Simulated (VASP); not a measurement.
A convergence study with VASP on CoSi₂ (fluorite): a few settings are varied, all else stays as given below, so the limit is that of these other settings. The cell's lengths are 1 % over those of the tabulated start and one atom is moved, so it is off equilibrium.

```
CoSi2
1.0
    0.00000     2.70680     2.70680
    2.70680     0.00000     2.70680
    2.70680     2.70680     0.00000
Co Si
1 2
Direct
  0.00000   0.00000   0.00000
  0.25000   0.25000   0.25000
  0.73881   0.76119   0.76119
```

Level of theory: LDA (Ceperley-Alder, Perdew-Zunger), VASP's LDA PAW potentials (set 64) (plane waves; VASP 6.6.1). The last row used: 900 eV cut-off, 8×8×8 Γ-centred mesh, first-order Methfessel-Paxton smearing of 0.10 eV, potentials Co Si_sv_GW.

Energies of different potentials or hybrids have different zeros.

```
setting                          E (eV/atom)  pressure (GPa)  largest force (eV/Å)  plane waves
-------------------------------  -----------  --------------  --------------------  -----------
ENCUT = 520, POTCAR Co Si            -7.2623          -13.04                 0.394         1090
ENCUT = 700, POTCAR Co Si            -7.2624          -13.05                 0.393         1700
ENCUT = 900, POTCAR Co Si            -7.2624          -13.05                 0.393         2468
ENCUT = 300, POTCAR Co_pv Si             ___             ___                   ___          489
ENCUT = 400, POTCAR Co_pv Si         -7.2635          -13.60                 0.391          736
ENCUT = 520, POTCAR Co_pv Si         -7.2638          -13.19                 0.391         1090
ENCUT = 700, POTCAR Co_pv Si         -7.2640          -13.21                 0.391         1700
ENCUT = 900, POTCAR Co_pv Si         -7.2641          -13.19                 0.391         2468
ENCUT = 300, POTCAR Co_sv Si         -6.5012         -162.67                 0.404          489
ENCUT = 400, POTCAR Co_sv Si         -7.2743          -15.66                 0.392          736
ENCUT = 520, POTCAR Co_sv Si         -7.2759          -14.02                 0.392         1090
ENCUT = 700, POTCAR Co_sv Si         -7.2793          -13.30                 0.390         1700
ENCUT = 900, POTCAR Co_sv Si         -7.2796          -13.16                 0.390         2468
ENCUT = 300, POTCAR Co Si_GW         -7.2633          -13.20                 0.391          489
ENCUT = 400, POTCAR Co Si_GW         -7.2637          -13.19                 0.393          736
ENCUT = 520, POTCAR Co Si_GW         -7.2632          -13.06                 0.393         1090
ENCUT = 700, POTCAR Co Si_GW         -7.2634          -13.06                 0.393         1700
ENCUT = 900, POTCAR Co Si_GW         -7.2634          -13.07                 0.393         2468
ENCUT = 300, POTCAR Co Si_sv_GW      38.2941        -3884.58                 0.900          489
ENCUT = 400, POTCAR Co Si_sv_GW      -4.9517         -354.38                 0.359          736
ENCUT = 520, POTCAR Co Si_sv_GW      -7.1833          -42.52                 0.394         1090
ENCUT = 700, POTCAR Co Si_sv_GW          ___             ___                   ___         1700
ENCUT = 900, POTCAR Co Si_sv_GW      -7.2539          -13.93                 0.394         2468
```

Question: Complete the blanks.

Answer: 
- ENCUT = 700, POTCAR Co Si_sv_GW, E (eV/atom): -7.2523
- ENCUT = 700, POTCAR Co Si_sv_GW, pressure (GPa): -13.62
- ENCUT = 700, POTCAR Co Si_sv_GW, largest force (eV/Å): 0.395
- ENCUT = 300, POTCAR Co_pv Si, E (eV/atom): -7.2599
- ENCUT = 300, POTCAR Co_pv Si, pressure (GPa): -13.65
- ENCUT = 300, POTCAR Co_pv Si, largest force (eV/Å): 0.389

Left out are rungs that failed or repeat a setting and relaxations that didn't move; long series are thinned to 24 rows.

The compound is CoSi2 in the fluorite structure. The cell was not relaxed at this level, it is distorted from the ideal structure. The run is not spin-polarised, so no magnetic state was tried. The electron count is odd and the run is not spin-polarised, which forces a metal.
